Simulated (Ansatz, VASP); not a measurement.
**CuSn (Sorosite): VASP beside Ansatz**

The input INCAR:

```
ALGO = Normal
EDIFF = 1E-6
ENCUT = 520
ISIF = 2
ISMEAR = -1
LASPH = T
LCHARG = F
LREAL = F
LWAVE = F
NBANDS = 33
NELM = 100
PREC = Accurate
SIGMA = 0.15
```

Contents of KPOINTS:

```
k-points
0
Gamma
  6 6 5
```

The input POSCAR:

```
CuSn
1.0
    4.1900000000      0.0000000000      0.0000000000
   -2.0950000000      3.6286464400      0.0000000000
    0.0000000000      0.0000000000      5.0860000000
Cu Sn
2 2
Direct
    0.0000000000      0.0000000000      0.0000000000
    0.0000000000      0.0000000000      0.5000000000
    0.3333333300      0.6666666700      0.2500000000
    0.6666666700      0.3333333300      0.7500000000
```

Input for Ansatz:

```yaml
crystal:
  lattice:
    - [4.19, 0.0, 0.0]
    - [-2.095, 3.62864644, 0.0]
    - [0.0, 0.0, 5.086]
  atoms:
    - { symbol: Cu, position: [0.0, 0.0, 0.0] }
    - { symbol: Cu, position: [0.0, 0.0, 0.5] }
    - { symbol: Sn, position: [0.3333333299999999, 0.66666667, 0.25] }
    - { symbol: Sn, position: [0.66666667, 0.33333333, 0.75] }
kpoints:
  mp_grid:
    grid: [6, 6, 5]
hamiltonian:
  xc: lda
  pseudopotentials:
    kind: paw
scf:
  occupations:
    method: fermi_dirac
    width: 0.15
output:
  forces: true
  stress: true
  eigenvalues: true
```

Alike in both runs: task single point; functional LDA; k mesh 6 × 6 × 5; occupations fermi-dirac, width 0.15 eV; no spin polarisation.

|  | VASP | Ansatz |
| --- | --- | --- |
| version | VASP 6.6.1 | Ansatz 0.2.0 |
| potentials or method | VASP PAW LDA potentials, release 64 (Cu, Sn_d) | plane waves, PAW |
| plane-wave cutoff (eV) | 520 | 420 |
| valence electrons in the cell | 50 | 66 |

|  | VASP | Ansatz | Ansatz less VASP |
| --- | --- | --- | --- |
| gap on the k mesh at the Fermi level (eV) | none | none | - |
| pressure (GPa) | -6.9 | -7.1 | -0.23 |

A gap of «none» marks a metal or a gap that the smearing closes. The two sets of potentials don't hold the same shells in valence.
